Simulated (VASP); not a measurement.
Data:

```xyz
2
Lattice="1.3262 -2.2970 0.0000 1.3262 2.2970 0.0000 0.0000 0.0000 4.2658" Properties=species:S:1:pos:R:3 pbc="T T T"
Ti     1.3262     0.7657     1.0665
Ti     1.3262    -0.7657     3.1994
```

All values below come from PBEsol GGA, VASP's PBE PAW potentials (set 64) (plane waves; VASP). Run with 500 eV cut-off, 16×16×9 Γ-centred mesh, first-order Methfessel-Paxton smearing of 0.10 eV, potentials Ti_sv.

Question: Estimate the energy per atom (σ→0), pressure, band gap (on the k-mesh) with the smallest direct gap where there is one.

Answer: 
```yaml
band gap (on the k-mesh): none (metal, semimetal or under 0.01 eV)
energy per atom (σ→0): -7.906 eV/atom
pressure: 44.86 GPa
```

Total energies compare only between runs with the same potentials, cut-off and functional.

The compound is Ti in the hcp structure. It was relaxed first under an external pressure of 45 GPa.
